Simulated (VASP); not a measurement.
Crystal: MoS2.

```
CELL_PARAMETERS angstrom
3.16900 0.00000 0.00000
-1.58450 2.74443 0.00000
0.00000 0.00000 12.32400
ATOMIC_POSITIONS crystal
Mo 0.33333 0.66667 0.25000
Mo 0.66667 0.33333 0.75000
S 0.33333 0.66667 0.62300
S 0.66667 0.33333 0.12300
S 0.33333 0.66667 0.87700
S 0.66667 0.33333 0.37700
```

| Property | Result |
| --- | --- |
| Program | VASP 6.6.1 |
| Task | relaxation of cell and atoms |
| Functional | PBE |
| Dispersion | D3(BJ) |
| Potentials or basis | VASP PAW PBE potentials, release 64 (Mo_sv, S) |
| Cutoff | 600 eV |
| k mesh | 12 × 12 × 3 |
| Occupations | gaussian, width 0.03 eV |
| Spin | no spin polarisation |

At the start: pressure -2.1 GPa; volume 17.86 Å³/atom.

Question: How do energy, volume and symmetry change on relaxing?

Answer: Over 11 steps the energy falls by 2.8 meV/atom and the volume is 17.30 Å³/atom (-3.2 %); space group P6_3/mmc (No. 194, to 0.05 Å).

The path:
| step | energy change (eV) | largest force (eV/Å) | pressure (GPa) | volume (Å³) |
| --- | --- | --- | --- | --- |
| 1 | 0.0000 | 0.0753 | -2.05 | 107.18 |
| 2 | 0.0163 | 0.5260 | 3.47 | 103.67 |
| 3 | -0.0088 | 0.1417 | -0.09 | 105.86 |
| 4 | -0.0114 | 0.0580 | -0.06 | 105.44 |
| 5 | -0.0115 | 0.0366 | -0.07 | 105.33 |
| 6 | -0.0130 | 0.0355 | -0.03 | 105.08 |
| 7 | -0.0160 | 0.0313 | 0.07 | 104.31 |
| 8 | -0.0149 | 0.0206 | 0.41 | 102.76 |
| 9 | -0.0168 | 0.0313 | 0.21 | 103.72 |
| 10 | -0.0145 | 0.1359 | -1.02 | 104.15 |
| 11 | -0.0169 | 0.0015 | -0.01 | 103.80 |

Final structure:
```cif
data_structure
_symmetry_space_group_name_H-M 'P 1'
_symmetry_Int_Tables_number 1
_cell_length_a 3.1488
_cell_length_b 3.1488
_cell_length_c 12.0885
_cell_angle_alpha 90.000
_cell_angle_beta 90.000
_cell_angle_gamma 120.000
_cell_volume 103.80
loop_
_atom_site_label
_atom_site_type_symbol
_atom_site_fract_x
_atom_site_fract_y
_atom_site_fract_z
_atom_site_occupancy
Mo1 Mo 0.33333 0.66667 0.25000 1
Mo2 Mo 0.66667 0.33333 0.75000 1
S1 S 0.33333 0.66667 0.62053 1
S2 S 0.66667 0.33333 0.12053 1
S3 S 0.33333 0.66667 0.87947 1
S4 S 0.66667 0.33333 0.37947 1
```
